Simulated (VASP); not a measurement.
Calculation: PBEsol GGA, VASP's PBE PAW potentials (set 64) (plane waves; VASP).

VASP ran on this input.

File POSCAR:
```
NiAl(110) slab
1.0
  2.8643679015   0.0000000000   0.0000000000
  0.0000000000   4.0508277404   0.0000000000
  0.0000000000   0.0000000000  24.9940312730
Al Ni
5 5
Direct
  0.5000000000   0.0000000000   0.3379280000
  0.5000000000   0.5000000000   0.4189640000
  0.5000000000   0.0000000000   0.5000000000
  0.5000000000   0.5000000000   0.5810360000
  0.5000000000   0.0000000000   0.6620720000
  0.0000000000   0.5000000000   0.3379280000
  0.0000000000   0.0000000000   0.4189640000
  0.0000000000   0.5000000000   0.5000000000
  0.0000000000   0.0000000000   0.5810360000
  0.0000000000   0.5000000000   0.6620720000
```

File KPOINTS:
```
kpoints
0
gamma
 10 7 1
```

### INCAR
```
SYSTEM = NiAl(110) slab
PREC = Normal; ENCUT = 400; LREAL = F
LASPH = T
EDIFF = 1E-5; NELM = 100; NELMIN = 4
ALGO = Normal; LMAXMIX = 4
ISMEAR = 1; SIGMA = 0.1
GGA = PS
IBRION = 2; NSW = 50; ISIF = 2
EDIFFG = -0.03
LWAVE = T; LCHARG = F
DIPOL = 0.5 0.5 0.5
LDIPOL = T; IDIPOL = 3
```

POTCAR, in this order: Al Ni (PBE.64 set). Program: vasp_std.

Output of the run:

**OUTCAR**
```
 ion  position               nearest neighbor table
   1  0.500  0.000  0.338-   6 2.48   6 2.48   6 2.48   6 2.48   7 2.48   7 2.48   2 2.86   2 2.86
  LATTYP: Found a simple orthorhombic cell.
 ALAT       =     2.8643679015
 B/A-ratio  =     1.4142134948
 C/A-ratio  =     8.7258453287
 Subroutine PRICEL returns:
 Original cell was already a primitive cell.
 Subroutine GETGRP returns: Found  8 space group operations
The static configuration has the point symmetry D_2h.
The dynamic configuration has the point symmetry D_2h.
 Subroutine INISYM returns: Found  8 space group operations
 Subroutine IBZKPT returns following result:
 Found     24 irreducible k-points:

 Following reciprocal coordinates:
            Coordinates               Weight
  0.000000  0.000000  0.000000      1.000000
  0.100000  0.000000  0.000000      2.000000
  0.200000  0.000000  0.000000      2.000000
  0.300000  0.000000  0.000000      2.000000
  0.400000  0.000000  0.000000      2.000000
  0.500000  0.000000  0.000000      1.000000
  0.000000  0.142857  0.000000      2.000000
  0.100000  0.142857  0.000000      4.000000
...
```

OSZICAR:
```
...
DAV:   7    -0.572472141424E+02    0.17438E+02   -0.59470E+01  2262   0.973E+01    0.116E+01
DAV:   8    -0.553424887814E+02    0.19047E+01   -0.18089E+01  2838   0.562E+01    0.607E+00
DAV:   9    -0.557701896431E+02   -0.42770E+00   -0.50631E+00  2450   0.437E+01    0.793E+00
DAV:  10    -0.551805705946E+02    0.58962E+00   -0.15998E+00  2804   0.306E+01    0.228E+00
DAV:  11    -0.552012039148E+02   -0.20633E-01   -0.49105E-01  2725   0.122E+01    0.220E+00
DAV:  12    -0.551792722080E+02    0.21932E-01   -0.96386E-02  2476   0.676E+00    0.147E+00
DAV:  13    -0.551714608328E+02    0.78114E-02   -0.23912E-02  2887   0.216E+00    0.905E-01
DAV:  14    -0.551706280848E+02    0.83275E-03   -0.93129E-03  2388   0.168E+00    0.489E-01
DAV:  15    -0.551698770245E+02    0.75106E-03   -0.31132E-03  2677   0.110E+00    0.215E-01
DAV:  16    -0.551704454713E+02   -0.56845E-03   -0.10094E-03  2156   0.379E-01    0.955E-02
DAV:  17    -0.551707284443E+02   -0.28297E-03   -0.89326E-04  2518   0.298E-01    0.929E-02
DAV:  18    -0.551709492784E+02   -0.22083E-03   -0.19043E-04  2117   0.200E-01    0.554E-02
DAV:  19    -0.551712323321E+02   -0.28305E-03   -0.11138E-04  2442   0.159E-01    0.327E-02
DAV:  20    -0.551712910540E+02   -0.58722E-04   -0.17562E-05  1363   0.553E-02    0.186E-02
DAV:  21    -0.551713699763E+02   -0.78922E-04   -0.22312E-05  1460   0.455E-02    0.888E-03
DAV:  22    -0.551713853986E+02   -0.15422E-04   -0.20291E-05  1453   0.337E-02    0.743E-03
DAV:  23    -0.551713997642E+02   -0.14366E-04   -0.20869E-06  1125   0.164E-02    0.659E-03
DAV:  24    -0.551714379337E+02   -0.38169E-04   -0.31067E-06  1236   0.183E-02    0.391E-03
DAV:  25    -0.551714652800E+02   -0.27346E-04   -0.16613E-06  1153   0.789E-03    0.290E-03
DAV:  26    -0.551714731633E+02   -0.78834E-05   -0.50515E-07  1125   0.444E-03
   1 F= -.55171473E+02 E0= -.55169309E+02  d E =-.551715E+02
       N       E                     dE             d eps       ncg     rms          rms(c)
DAV:   1    -0.552407428492E+02   -0.69278E-01   -0.12289E+01  1872   0.171E+01    0.478E-01
DAV:   2    -0.552523084432E+02   -0.11566E-01   -0.15580E-01  2270   0.377E+00    0.664E-01
DAV:   3    -0.552475329762E+02    0.47755E-02   -0.25285E-02  2434   0.210E+00    0.242E-01
DAV:   4    -0.552475738480E+02   -0.40872E-04   -0.45771E-03  2854   0.154E+00    0.331E-01
DAV:   5    -0.552468068875E+02    0.76696E-03   -0.54598E-03  2899   0.189E+00    0.206E-01
DAV:   6    -0.552467937268E+02    0.13161E-04   -0.29122E-03  2966   0.133E+00    0.213E-01
DAV:   7    -0.552463631600E+02    0.43057E-03   -0.14952E-03  2762   0.105E+00    0.251E-02
DAV:   8    -0.552463715341E+02   -0.83741E-05   -0.16731E-04  2164   0.102E-01    0.170E-02
DAV:   9    -0.552463696425E+02    0.18916E-05   -0.11586E-05  1146   0.914E-02
   2 F= -.55246370E+02 E0= -.55244810E+02  d E =-.748965E-01
       N       E                     dE             d eps       ncg     rms          rms(c)
DAV:   1    -0.552706599180E+02   -0.24288E-01   -0.14915E+01  1872   0.190E+01    0.524E-01
DAV:   2    -0.552843220406E+02   -0.13662E-01   -0.18777E-01  2296   0.412E+00    0.705E-01
DAV:   3    -0.552790303358E+02    0.52917E-02   -0.29561E-02  2464   0.244E+00    0.286E-01
DAV:   4    -0.552791658169E+02   -0.13548E-03   -0.76804E-03  2600   0.201E+00    0.375E-01
DAV:   5    -0.552779972064E+02    0.11686E-02   -0.72302E-03  2747   0.209E+00    0.207E-01
DAV:   6    -0.552785162115E+02   -0.51901E-03   -0.53906E-03  2980   0.184E+00    0.319E-01
DAV:   7    -0.552775407443E+02    0.97547E-03   -0.31753E-03  2891   0.155E+00    0.381E-02
DAV:   8    -0.552775572758E+02   -0.16532E-04   -0.26959E-04  2688   0.174E-01    0.175E-02
DAV:   9    -0.552775570355E+02    0.24028E-06   -0.15466E-05  1125   0.786E-02
   3 F= -.55277557E+02 E0= -.55276993E+02  d E =-.106084E+00
       N       E                     dE             d eps       ncg     rms          rms(c)
DAV:   1    -0.552776273176E+02   -0.70042E-04   -0.44237E-02  1872   0.103E+00    0.264E-02
DAV:   2    -0.552776564082E+02   -0.29091E-04   -0.39626E-04  2431   0.228E-01    0.361E-02
DAV:   3    -0.552776475496E+02    0.88586E-05   -0.80110E-05  2288   0.204E-01    0.201E-02
DAV:   4    -0.552776459842E+02    0.15654E-05   -0.25379E-05  1122   0.124E-01
   4 F= -.55277646E+02 E0= -.55277127E+02  d E =-.106173E+00
       N       E                     dE             d eps       ncg     rms          rms(c)
DAV:   1    -0.552851585151E+02   -0.75110E-02   -0.48544E-01  1872   0.354E+00    0.209E-01
DAV:   2    -0.552912831771E+02   -0.61247E-02   -0.35854E-02  2604   0.427E+00    0.823E-01
DAV:   3    -0.552852269423E+02    0.60562E-02   -0.17090E-02  2668   0.341E+00    0.114E-01
DAV:   4    -0.552853474900E+02   -0.12055E-03   -0.20028E-03  2608   0.477E-01    0.807E-02
DAV:   5    -0.552853331423E+02    0.14348E-04   -0.43890E-04  2526   0.512E-01    0.710E-02
DAV:   6    -0.552853081980E+02    0.24944E-04   -0.26477E-04  2506   0.421E-01    0.467E-02
DAV:   7    -0.552852919360E+02    0.16262E-04   -0.70853E-05  2197   0.156E-01    0.261E-02
DAV:   8    -0.552852866147E+02    0.53214E-05   -0.31746E-05  1414   0.930E-02
   5 F= -.55285287E+02 E0= -.55284660E+02  d E =-.764063E-02
       N       E                     dE             d eps       ncg     rms          rms(c)
DAV:   1    -0.552891163833E+02   -0.38244E-02   -0.95764E-01  1872   0.502E+00    0.309E-01
DAV:   2    -0.553030046609E+02   -0.13888E-01   -0.77759E-02  2676   0.640E+00    0.124E+00
DAV:   3    -0.552891512180E+02    0.13853E-01   -0.38349E-02  2732   0.515E+00    0.160E-01
DAV:   4    -0.552894104592E+02   -0.25924E-03   -0.43980E-03  2422   0.610E-01    0.104E-01
DAV:   5    -0.552893805202E+02    0.29939E-04   -0.65804E-04  2604   0.590E-01    0.888E-02
DAV:   6    -0.552893670555E+02    0.13465E-04   -0.53826E-04  2563   0.607E-01    0.763E-02
DAV:   7    -0.552893235917E+02    0.43464E-04   -0.18301E-04  2741   0.294E-01    0.416E-02
DAV:   8    -0.552893089405E+02    0.14651E-04   -0.81953E-05  2225   0.153E-01    0.728E-03
DAV:   9    -0.552893096394E+02   -0.69893E-06   -0.78661E-06  1013   0.398E-02
   6 F= -.55289310E+02 E0= -.55288510E+02  d E =-.116637E-01
       N       E                     dE             d eps       ncg     rms          rms(c)
DAV:   1    -0.552905181666E+02   -0.12092E-02   -0.69072E-01  1872   0.407E+00    0.105E-01
DAV:   2    -0.552911386589E+02   -0.62049E-03   -0.66883E-03  2904   0.115E+00    0.233E-01
DAV:   3    -0.552907551043E+02    0.38355E-03   -0.22453E-03  2620   0.117E+00    0.772E-02
DAV:   4    -0.552907198272E+02    0.35277E-04   -0.36967E-04  2724   0.383E-01    0.542E-02
DAV:   5    -0.552906966684E+02    0.23159E-04   -0.16847E-04  2651   0.272E-01    0.424E-02
DAV:   6    -0.552907074219E+02   -0.10754E-04   -0.26502E-04  2532   0.410E-01    0.556E-02
DAV:   7    -0.552906771870E+02    0.30235E-04   -0.93366E-05  2333   0.241E-01    0.635E-03
DAV:   8    -0.552906781173E+02   -0.93027E-06   -0.87586E-06   971   0.293E-02
   7 F= -.55290678E+02 E0= -.55289936E+02  d E =-.136848E-02
       N       E                     dE             d eps       ncg     rms          rms(c)
DAV:   1    -0.552909687441E+02   -0.29156E-03   -0.83488E-01  1872   0.447E+00    0.113E-01
DAV:   2    -0.552916221666E+02   -0.65342E-03   -0.75141E-03  2890   0.115E+00    0.231E-01
DAV:   3    -0.552912651134E+02    0.35705E-03   -0.23964E-03  2580   0.120E+00    0.889E-02
DAV:   4    -0.552912152481E+02    0.49865E-04   -0.43840E-04  2723   0.437E-01    0.595E-02
DAV:   5    -0.552911861189E+02    0.29129E-04   -0.20098E-04  2707   0.297E-01    0.461E-02
DAV:   6    -0.552911999371E+02   -0.13818E-04   -0.32006E-04  2556   0.449E-01    0.617E-02
DAV:   7    -0.552911629382E+02    0.36999E-04   -0.11436E-04  2427   0.267E-01    0.679E-03
DAV:   8    -0.552911638522E+02   -0.91395E-06   -0.10269E-05   971   0.317E-02
   8 F= -.55291164E+02 E0= -.55290468E+02  d E =-.185421E-02
```

OUTCAR:
```
------------------------ aborting loop because EDIFF is reached ----------------------------------------
  FORCE on cell =-STRESS in cart. coord.  units (eV):
  Direction    XX          YY          ZZ          XY          YZ          ZX
  --------------------------------------------------------------------------------------
  Total       -5.1258316     -4.8816415     -0.4755969     -0.0000000      0.0000000      0.0000000
  in kB      -28.3182254    -26.9691702     -2.6274881     -0.0000000      0.0000000      0.0000000
  external PRESSURE =     -19.3049612 kB  Pullay stress =       0.0000000 kB
  volume of cell :      290.01
      direct lattice vectors                 reciprocal lattice vectors
     2.864367902  0.000000000  0.000000000     0.349117165  0.000000000  0.000000000
     0.000000000  4.050827740  0.000000000     0.000000000  0.246863126  0.000000000
     0.000000000  0.000000000 24.994031273     0.000000000  0.000000000  0.040009552
 POSITION                                       TOTAL-FORCE (eV/Angst)
 -----------------------------------------------------------------------------------
      1.43218      0.00000      8.37112         0.000000      0.000000      0.023385
      1.43218      2.02541     10.46159        -0.000000     -0.000000      0.024158
      1.43218      0.00000     12.49702         0.000000      0.000000     -0.000000
      1.43218      2.02541     14.53244         0.000000      0.000000     -0.024158
      1.43218      0.00000     16.62291         0.000000      0.000000     -0.023385
      0.00000      2.02541      8.54941         0.000000     -0.000000     -0.009234
      0.00000      0.00000     10.49681         0.000000      0.000000      0.001390
      0.00000      2.02541     12.49702         0.000000      0.000000     -0.000000
      0.00000      0.00000     14.49722        -0.000000     -0.000000     -0.001390
      0.00000      2.02541     16.44462         0.000000      0.000000      0.009234
 -----------------------------------------------------------------------------------
    total drift:                               -0.000000     -0.000000      0.000000
  FREE ENERGIE OF THE ION-ELECTRON SYSTEM (eV)
  ---------------------------------------------------
  free  energy   TOTEN  =       -55.2911638522 eV

  energy  without entropy=      -55.2890749934  energy(sigma->0) =      -55.29046757

 reached required accuracy - stopping structural energy minimisation
```
(Selected blocks of OUTCAR.)

**CONTCAR**
```
NiAl(110) slab
   1.00000000000000
     2.8643679015000001    0.0000000000000000    0.0000000000000000
     0.0000000000000000    4.0508277403999999    0.0000000000000000
     0.0000000000000000    0.0000000000000000   24.9940312730000009
  Al              Ni
     5     5
Direct
     0.5000000000000000    0.0000000000000000    0.3349247707995767
     0.5000000000000000    0.5000000000000000    0.4185635654285983
     0.5000000000000000    0.0000000000000000    0.5000000000000000
     0.5000000000000000    0.5000000000000000    0.5814364345714017
     0.5000000000000000    0.0000000000000000    0.6650752292004234
     0.0000000000000000    0.5000000000000000    0.3420581229259220
     0.0000000000000000    0.0000000000000000    0.4199727262596784
     0.0000000000000000    0.5000000000000000    0.5000000000000000
     0.0000000000000000    0.0000000000000000    0.5800272737403216
     0.0000000000000000    0.5000000000000000    0.6579418770740781
```

The cell is a thin slab with vacuum, built from NiAl (CsCl type): (110) face. The run is not spin-polarised, so no magnetic state was tried.
